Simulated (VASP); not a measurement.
These are PBE GGA, VASP's PBE PAW potentials (set 64) (plane waves; VASP) values and carry that method's errors.

VASP input:

**INCAR**
```
IBRION  =  2
EDIFF  =  1E-6
LORBIT  =  10
PSTRESS  =  450   ! kbar
SYSTEM  =  MnF2
LMAXMIX  =  4   ! l cut-off of mixed one-centre charges
LASPH  =  .TRUE.
LREAL  =  .FALSE.
ISMEAR  =  0   ! Gaussian
ISPIN  =  2   ! spin-polarised
NELM  =  100
LCHARG  =  .FALSE.
SIGMA  =  0.05   ! width (eV)
LWAVE  =  .FALSE.
PREC  =  Accurate
ALGO  =  Normal   ! blocked Davidson
EDIFFG  =  -0.02   ! ionic stop
ENCUT  =  620
MAGMOM  =  4.5 -4.5 -0.0 2*0.0 -0.0
ISIF  =  3
NSW  =  40   ! most ionic steps
GGA  =  PE
```

**KPOINTS**
```
Automatic
0
G
 5 5 7
0 0 0
```

### POSCAR
```
MnF2
1
    4.5099783204     0.0000000000     0.0000000000
    0.0000000000     4.5099783204     0.0000000000
    0.0000000000     0.0000000000     3.1998499748
Mn F
2 4
Direct
  0.0000000000   0.0000000000   0.0000000000
  0.5000000000   0.5000000000   0.5000000000
  0.3040613976   0.3040613976   0.0000000000
  0.8040613976   0.1959386024   0.5000000000
  0.1959386024   0.8040613976   0.5000000000
  0.6959386024   0.6959386024   0.0000000000
```

POTCAR, in this order: Mn_pv F (PBE.64 set). Program: vasp_std.

Output

File OSZICAR:
```
...
DAV:   2    -0.348622578668E+02    0.15447E+02   -0.68599E+01  3520   0.697E+01    0.215E+01
DAV:   3    -0.355057397322E+02   -0.64348E+00   -0.10010E+01  3432   0.200E+01    0.970E+00
DAV:   4    -0.355267251147E+02   -0.20985E-01   -0.56068E-01  3520   0.517E+00    0.584E+00
DAV:   5    -0.354587609884E+02    0.67964E-01   -0.19784E-01  3216   0.333E+00    0.256E+00
DAV:   6    -0.354472688492E+02    0.11492E-01   -0.24953E-02  3400   0.133E+00    0.506E-01
DAV:   7    -0.354483772037E+02   -0.11084E-02   -0.60912E-03  3168   0.630E-01    0.228E-01
DAV:   8    -0.354486033464E+02   -0.22614E-03   -0.49714E-04  3432   0.238E-01    0.103E-01
DAV:   9    -0.354486520070E+02   -0.48661E-04   -0.14144E-04  3568   0.903E-02    0.530E-02
DAV:  10    -0.354486719016E+02   -0.19895E-04   -0.30843E-05  3120   0.577E-02    0.143E-02
DAV:  11    -0.354486719477E+02   -0.46098E-07   -0.93390E-06  3488   0.218E-02
   2 F= -.19735159E+02 E0= -.19735159E+02  d E =0.177965E+00  mag=    -0.0000
       N       E                     dE             d eps       ncg     rms          rms(c)
DAV:   1    -0.416909131488E+02   -0.62422E+01   -0.10805E+02  3408   0.107E+02    0.191E+01
DAV:   2    -0.375229360605E+02    0.41680E+01   -0.11599E+01  3200   0.289E+01    0.136E+01
DAV:   3    -0.373712085845E+02    0.15173E+00   -0.12490E+00  3576   0.950E+00    0.557E+00
DAV:   4    -0.372898290423E+02    0.81380E-01   -0.16178E-01  3632   0.326E+00    0.345E+00
DAV:   5    -0.372664524035E+02    0.23377E-01   -0.40664E-02  3080   0.192E+00    0.844E-01
DAV:   6    -0.372677607818E+02   -0.13084E-02   -0.87815E-03  3472   0.881E-01    0.117E-01
DAV:   7    -0.372678680158E+02   -0.10723E-03   -0.41705E-04  3600   0.170E-01    0.556E-02
DAV:   8    -0.372679005454E+02   -0.32530E-04   -0.32748E-05  3424   0.487E-02    0.246E-02
DAV:   9    -0.372679043191E+02   -0.37738E-05   -0.36325E-06  2856   0.187E-02    0.833E-03
DAV:  10    -0.372679043348E+02   -0.15662E-07   -0.10071E-06  1808   0.881E-03
   3 F= -.20115895E+02 E0= -.20115895E+02  d E =-.202771E+00  mag=     0.0000
       N       E                     dE             d eps       ncg     rms          rms(c)
DAV:   1    -0.372460139072E+02    0.21890E-01   -0.25175E-02  3456   0.157E+00    0.294E-01
DAV:   2    -0.372449642829E+02    0.10496E-02   -0.32477E-03  3368   0.467E-01    0.192E-01
DAV:   3    -0.372449448616E+02    0.19421E-04   -0.34627E-04  3616   0.154E-01    0.790E-02
DAV:   4    -0.372449303289E+02    0.14533E-04   -0.21319E-05  3784   0.347E-02    0.468E-02
DAV:   5    -0.372449258836E+02    0.44453E-05   -0.85330E-06  3280   0.264E-02    0.122E-02
DAV:   6    -0.372449263054E+02   -0.42182E-06   -0.16804E-06  2520   0.110E-02
   4 F= -.20115990E+02 E0= -.20115990E+02  d E =-.202866E+00  mag=     0.0000
       N       E                     dE             d eps       ncg     rms          rms(c)
DAV:   1    -0.372233701574E+02    0.21556E-01   -0.24100E-02  3456   0.153E+00    0.288E-01
DAV:   2    -0.372223653219E+02    0.10048E-02   -0.31073E-03  3368   0.457E-01    0.188E-01
DAV:   3    -0.372223466047E+02    0.18717E-04   -0.33167E-04  3648   0.151E-01    0.775E-02
DAV:   4    -0.372223327182E+02    0.13886E-04   -0.20583E-05  3744   0.341E-02    0.459E-02
DAV:   5    -0.372223285431E+02    0.41752E-05   -0.82863E-06  3280   0.260E-02    0.120E-02
DAV:   6    -0.372223289438E+02   -0.40072E-06   -0.16172E-06  2520   0.107E-02
   5 F= -.20115910E+02 E0= -.20115910E+02  d E =-.202786E+00  mag=    -0.0000
       N       E                     dE             d eps       ncg     rms          rms(c)
DAV:   1    -0.372222240425E+02    0.10450E-03   -0.59213E-01  3072   0.619E+00    0.834E-01
DAV:   2    -0.372164178845E+02    0.58062E-02   -0.15608E-02  3544   0.116E+00    0.514E-01
DAV:   3    -0.372141640091E+02    0.22539E-02   -0.27047E-03  3984   0.441E-01    0.279E-01
DAV:   4    -0.372138251548E+02    0.33885E-03   -0.75291E-04  3584   0.205E-01    0.823E-02
DAV:   5    -0.372138246585E+02    0.49636E-06   -0.80976E-05  3352   0.758E-02    0.437E-02
DAV:   6    -0.372138249709E+02   -0.31240E-06   -0.73908E-06  3880   0.233E-02
   6 F= -.20118572E+02 E0= -.20118572E+02  d E =-.266138E-02  mag=     0.0000
       N       E                     dE             d eps       ncg     rms          rms(c)
DAV:   1    -0.372105663337E+02    0.32583E-02   -0.44696E-01  3072   0.538E+00    0.724E-01
DAV:   2    -0.372061793167E+02    0.43870E-02   -0.11851E-02  3544   0.101E+00    0.446E-01
DAV:   3    -0.372044776160E+02    0.17017E-02   -0.20532E-03  3968   0.384E-01    0.243E-01
DAV:   4    -0.372042227767E+02    0.25484E-03   -0.56530E-04  3584   0.177E-01    0.720E-02
DAV:   5    -0.372042221841E+02    0.59259E-06   -0.62397E-05  3328   0.664E-02    0.379E-02
DAV:   6    -0.372042224919E+02   -0.30774E-06   -0.56611E-06  3840   0.203E-02
   7 F= -.20119052E+02 E0= -.20119052E+02  d E =-.314137E-02  mag=     0.0000
       N       E                     dE             d eps       ncg     rms          rms(c)
DAV:   1    -0.372323656698E+02   -0.28143E-01   -0.53595E-01  3072   0.571E+00    0.555E-01
DAV:   2    -0.372297250189E+02    0.26407E-02   -0.12228E-02  3200   0.947E-01    0.346E-01
DAV:   3    -0.372288440795E+02    0.88094E-03   -0.14590E-03  3544   0.309E-01    0.199E-01
DAV:   4    -0.372286329467E+02    0.21113E-03   -0.25497E-04  3512   0.123E-01    0.692E-02
DAV:   5    -0.372286176857E+02    0.15261E-04   -0.67616E-05  3544   0.609E-02    0.349E-02
DAV:   6    -0.372286183779E+02   -0.69223E-06   -0.42027E-06  2776   0.167E-02
   8 F= -.20121118E+02 E0= -.20121118E+02  d E =-.206683E-02  mag=    -0.0000
       N       E                     dE             d eps       ncg     rms          rms(c)
DAV:   1    -0.373210249609E+02   -0.92407E-01   -0.41472E+00  3072   0.159E+01    0.154E+00
DAV:   2    -0.373008183248E+02    0.20207E-01   -0.93995E-02  3200   0.264E+00    0.967E-01
DAV:   3    -0.372939756724E+02    0.68427E-02   -0.11289E-02  3520   0.858E-01    0.560E-01
DAV:   4    -0.372923287493E+02    0.16469E-02   -0.20352E-03  3536   0.347E-01    0.191E-01
DAV:   5    -0.372922099071E+02    0.11884E-03   -0.56078E-04  3544   0.171E-01    0.958E-02
DAV:   6    -0.372922138177E+02   -0.39106E-05   -0.33958E-05  3176   0.481E-02    0.484E-02
DAV:   7    -0.372922165747E+02   -0.27571E-05   -0.70470E-06  3528   0.236E-02    0.166E-02
DAV:   8    -0.372922171359E+02   -0.56120E-06   -0.98130E-07  2008   0.983E-03
   9 F= -.20123425E+02 E0= -.20123425E+02  d E =-.437296E-02  mag=    -0.0000
       N       E                     dE             d eps       ncg     rms          rms(c)
DAV:   1    -0.372417784900E+02    0.50438E-01   -0.84476E-01  3200   0.756E+00    0.860E-01
DAV:   2    -0.372338230783E+02    0.79554E-02   -0.34688E-02  3200   0.163E+00    0.544E-01
DAV:   3    -0.372331509712E+02    0.67211E-03   -0.35461E-03  3528   0.482E-01    0.245E-01
DAV:   4    -0.372328379085E+02    0.31306E-03   -0.28851E-04  3912   0.129E-01    0.124E-01
DAV:   5    -0.372327569699E+02    0.80939E-04   -0.17201E-04  3424   0.112E-01    0.410E-02
DAV:   6    -0.372327608402E+02   -0.38703E-05   -0.23748E-05  3464   0.391E-02    0.157E-02
DAV:   7    -0.372327614115E+02   -0.57126E-06   -0.12947E-06  1768   0.114E-02
  10 F= -.20124822E+02 E0= -.20124822E+02  d E =-.139711E-02  mag=     0.0000
       N       E                     dE             d eps       ncg     rms          rms(c)
DAV:   1    -0.372176835017E+02    0.15077E-01   -0.56578E-02  3200   0.196E+00    0.222E-01
DAV:   2    -0.372171529684E+02    0.53053E-03   -0.22902E-03  3200   0.423E-01    0.142E-01
DAV:   3    -0.372171082028E+02    0.44766E-04   -0.23728E-04  3544   0.124E-01    0.635E-02
DAV:   4    -0.372170876137E+02    0.20589E-04   -0.19682E-05  3952   0.336E-02    0.322E-02
DAV:   5    -0.372170827593E+02    0.48544E-05   -0.11687E-05  3408   0.291E-02    0.106E-02
DAV:   6    -0.372170829399E+02   -0.18062E-06   -0.15671E-06  2216   0.102E-02
  11 F= -.20124881E+02 E0= -.20124881E+02  d E =-.145673E-02  mag=     0.0000
```

**OUTCAR**
```
------------------------ aborting loop because EDIFF is reached ----------------------------------------
  FORCE on cell =-STRESS in cart. coord.  units (eV):
  Direction    XX          YY          ZZ          XY          YZ          ZX
  --------------------------------------------------------------------------------------
  Total       17.0351599     17.0351599     17.0537490      0.0000000      0.0000000      0.0000000
  in kB      448.4982170    448.4982170    448.9876255      0.0000000      0.0000000      0.0000000
  external PRESSURE =      -1.3386468 kB  Pullay stress =     450.0000000 kB
  volume of cell :       60.85
      direct lattice vectors                 reciprocal lattice vectors
     4.362653720  0.000000000  0.000000000     0.229218284 -0.000000000  0.000000000
     0.000000000  4.362653720  0.000000000    -0.000000000  0.229218284  0.000000000
     0.000000000  0.000000000  3.197382484     0.000000000  0.000000000  0.312755826
 POSITION                                       TOTAL-FORCE (eV/Angst)
 -----------------------------------------------------------------------------------
      0.00000      0.00000      0.00000        -0.000000      0.000000     -0.000000
      2.18133      2.18133      1.59869        -0.000000      0.000000     -0.000000
      1.33807      1.33807      0.00000        -0.009720     -0.009720     -0.000000
      3.51940      0.84326      1.59869        -0.009720      0.009720      0.000000
      0.84326      3.51940      1.59869         0.009720     -0.009720     -0.000000
      3.02458      3.02458      0.00000         0.009720      0.009720      0.000000
 -----------------------------------------------------------------------------------
    total drift:                                0.000000     -0.000000     -0.000000
  FREE ENERGIE OF THE ION-ELECTRON SYSTEM (eV)
  ---------------------------------------------------
  free  energy   TOTEN  =       -37.2170829399 eV

  energy  without entropy=      -37.2170829399  energy(sigma->0) =      -37.21708294
  enthalpy is  TOTEN    =       -20.1248812725 eV   P V=       17.0922016674

 total charge

# of ion       s       p       d       tot
------------------------------------------
    1        0.223   6.247   5.123  11.594
    2        0.223   6.247   5.123  11.594
    3        1.738   4.431   0.000   6.169
    4        1.738   4.431   0.000   6.169
    5        1.738   4.431   0.000   6.169
    6        1.738   4.431   0.000   6.169
--------------------------------------------------
tot          7.401  30.218  10.246  47.864

 magnetization (x)

# of ion       s       p       d       tot
------------------------------------------
    1        0.020   0.021   4.355   4.396
    2       -0.020  -0.021  -4.355  -4.396
    3       -0.005  -0.021   0.000  -0.026
    4        0.005   0.021   0.000   0.026
    5        0.005   0.021   0.000   0.026
    6       -0.005  -0.021   0.000  -0.026
--------------------------------------------------
tot         -0.000   0.000   0.000   0.000

 reached required accuracy - stopping structural energy minimisation
```
(Selected blocks of OUTCAR.)

File CONTCAR:
```
MnF2
   1.00000000000000
     4.3626537196415338    0.0000000000000000    0.0000000000000000
     0.0000000000000000    4.3626537196415338    0.0000000000000000
     0.0000000000000000    0.0000000000000000    3.1973824837916713
  Mn              F
     2     4
Direct
     0.0000000000000000    0.0000000000000000    0.0000000000000000
     0.5000000000000000    0.5000000000000000    0.5000000000000000
     0.3067099059722945    0.3067099059722945    0.0000000000000000
     0.8067099059722945    0.1932900940277055    0.5000000000000000
     0.1932900940277055    0.8067099059722945    0.5000000000000000
     0.6932900940277055    0.6932900940277055    0.0000000000000000
```

Energy and stress use the plane-wave basis of the starting cell.

The compound is MnF2 in the rutile structure. This run relaxes it under an external pressure of 45 GPa. Symmetry was kept, so distortions that lower it aren't found.
